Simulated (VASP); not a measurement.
Input of a VASP 6.6.1 run:

Contents of INCAR:

```
SYSTEM = MgZr2O3
ALGO = Normal
EDIFF = 1E-6
EDIFFG = -0.01
ENCUT = 520
GGA = PE
IBRION = 2
ISIF = 3
ISMEAR = 0
KPAR = 4
LASPH = .True.
LCHARG = .False.
LREAL = .False.
LWAVE = .False.
NELM = 120
NSW = 90
PREC = Accurate
SIGMA = 0.1
```

File KPOINTS:

```
k-points
0
Gamma
  12 12 12
  0 0 0
```

The input POSCAR:

```
MgZr2O3
1.0
   -1.5160000000      2.2340000000      5.0400000000
    1.5160000000     -2.2340000000      5.0400000000
    1.5160000000      2.2340000000     -5.0400000000
Mg Zr O
1 2 3
Direct
    0.0000000000      0.0000000000      0.0000000000
    0.6774801600      0.6774801600      0.0000000000
    0.3225198400      0.3225198400      0.0000000000
    0.8589285700      0.3589285700      0.5000000000
    0.1410714300      0.6410714300      0.5000000000
    0.5000000000      0.0000000000      0.5000000000
```

Potentials or basis: VASP PAW PBE potentials, release 64 (Mg, Zr_sv, O).

The run is started by

```console
$ cat potpaw_PBE.64/Mg/POTCAR potpaw_PBE.64/Zr_sv/POTCAR potpaw_PBE.64/O/POTCAR > POTCAR
$ mpirun -np 4 vasp_std > vasp.out
```

**Question.** What does it give for the relaxed volume?

**Answer.** 11.39 Å³/atom.

**Question.** What does it give for the space group after relaxing (to 0.05 Å)?

**Answer.** Immm (No. 71).

Forces in eV/Å, atoms in the order of the input:
```
Mg   0.000  0.000  0.000
Zr   0.000  0.000  0.002
Zr   0.000  0.000 -0.002
O    0.000  0.000 -0.002
O    0.000  0.000  0.002
O    0.000  0.000  0.000
```
